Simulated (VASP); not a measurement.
Here is a VASP 6.6.1 calculation.

INCAR

```
SYSTEM = Nb
ALGO = Normal
EDIFF = 1E-7
EDIFFG = -0.005
ENCUT = 600
IBRION = 2
ISIF = 3
ISMEAR = 1
LASPH = .TRUE.
LCHARG = .FALSE.
LMIXTAU = .TRUE.
LREAL = .FALSE.
LWAVE = .FALSE.
METAGGA = R2SCAN
NELM = 80
NSW = 90
PREC = Accurate
SIGMA = 0.1
```

Contents of KPOINTS:

```
k-points
0
G
  16 16 16
  0 0 0
```

POSCAR

```
Nb                                      
1.0
   -1.6505241077      1.6505241077      1.6505241077
    1.6505241077     -1.6505241077      1.6505241077
    1.6505241077      1.6505241077     -1.6505241077
  Nb            
     1
Direct
     0.0000000000000000    0.0000000000000000    0.0000000000000000
```

Potentials or basis: VASP PAW PBE potentials, release 64 (Nb_sv).

Launch:

```sh
$ cat potpaw_PBE.64/Nb_sv/POTCAR > POTCAR
$ mpirun -np 1 vasp_std > vasp.out
```

Problem. Predict the band gap on the k mesh.

Solution. None (metal or under the smearing width).

Problem. Predict the relaxed cell.

Solution. a = 2.858 Å, b = 2.858 Å, c = 2.858 Å, α = 109.47°, β = 109.47°, γ = 109.47°.

Problem. Estimate the space group after relaxing (to 0.05 Å).

Solution. Im-3m (No. 229).

Final structure:
```yaml
crystal:
  lattice:
    - [-1.65035, 1.65035, 1.65035]
    - [1.65035, -1.65035, 1.65035]
    - [1.65035, 1.65035, -1.65035]
  atoms:
    - { symbol: Nb, position: [0.00000, 0.00000, 0.00000] }
```
